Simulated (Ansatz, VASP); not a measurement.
Two plane-wave programs on Nb2Te2S

```
Nb Te S
1.0
    -2.35598    2.35598    5.51533
     2.35598   -2.35598    5.51533
     2.35598    2.35598   -5.51533
Nb Te S
2 2 1
Direct
  0.75000 0.25000 0.50000
  0.25000 0.75000 0.50000
  0.37500 0.37500 0.00000
  0.62500 0.62500 0.00000
  0.00000 0.00000 0.00000
```

Change from the starting cell: species swapped into the PrSi2Pd2 type (I4/mmm, No. 139).

Alike in both runs: task single point; functional PBE; k mesh 6 × 6 × 6; occupations gaussian, width 0.1 eV; no spin polarisation.

```csv
,VASP,Ansatz
version,VASP 6.6.1,Ansatz 0.2.0
potentials or method,"VASP PAW PBE potentials, release 64 (Nb_sv, Te, S)","scalar-relativistic, plane waves, PAW"
plane-wave cutoff (eV),520,420
valence electrons in the cell,44,64
```

```csv
,VASP,Ansatz,Ansatz less VASP
gap on the k mesh at the Fermi level (eV),none,none,-
pressure (GPa),0.7,0.9,+0.14
largest component of the traceless stress (GPa),2.90,2.83,-0.061
rms of the force components (eV/Å),0.504,0.496,-0.0084
```

Atom by atom the forces differ by 0.008 eV/Å (rms over components). A gap of «none» marks a metal or a gap that the smearing closes. The functional is the same, so the differences come from potentials, cutoffs and numerics. The two sets of potentials don't hold the same shells in valence.

Caveats: forces of over 1 eV/Å show positions far from the minimum, so gaps and moduli don't describe the material at rest. Spin-orbit coupling is left out, which matters for the levels of Te.
